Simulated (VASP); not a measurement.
Crystal: Zr.

```
Zr
1.0
     3.23923    0.00000    0.00000
    -1.61962    2.80526    0.00000
     0.00000    0.00000    5.17222
Zr
2
Direct
  0.33333 0.66667 0.25000
  0.66667 0.33333 0.75000
```

```yaml
Program: VASP 6.6.1
Task: relaxation of cell and atoms
Functional: PBEsol
Potentials_or_basis: VASP PAW PBE potentials, release 64 (Zr_sv)
Cutoff: 480 eV
k_mesh: 15 × 15 × 8
Occupations: gaussian, width 0.1 eV
Spin: no spin polarisation
```

At the start: pressure -4.0 GPa; volume 23.50 Å³/atom.

Question: How do energy, volume and symmetry change on relaxing?

Answer: Over 10 steps the energy falls by 13.4 meV/atom and the volume is 22.48 Å³/atom (-4.4 %); space group P6_3/mmc (No. 194, to 0.05 Å).

The path:
| step | energy change (eV) | largest force (eV/Å) | pressure (GPa) | volume (Å³) |
| --- | --- | --- | --- | --- |
| 1 | 0.0000 | 0.0000 | -4.05 | 47.00 |
| 2 | -0.0001 | 0.0000 | 4.57 | 43.08 |
| 3 | -0.0264 | 0.0000 | -0.02 | 44.99 |
| 4 | -0.0264 | 0.0000 | 0.06 | 44.95 |
| 5 | -0.0267 | 0.0000 | 0.06 | 44.94 |
| 6 | -0.0268 | 0.0000 | 0.05 | 44.93 |
| 7 | -0.0268 | 0.0000 | 0.05 | 44.93 |
| 8 | -0.0268 | 0.0000 | 0.05 | 44.93 |
| 9 | -0.0268 | 0.0000 | -0.06 | 44.98 |
| 10 | -0.0268 | 0.0000 | 0.00 | 44.95 |

Final structure:
```
CELL_PARAMETERS angstrom
3.18431 0.00000 0.00000
-1.59216 2.75770 0.00000
0.00000 0.00000 5.11926
ATOMIC_POSITIONS crystal
Zr 0.33333 0.66667 0.25000
Zr 0.66667 0.33333 0.75000
```

Caveat: the PAW data sets were made with another functional, which shifts forces and pressure a little.
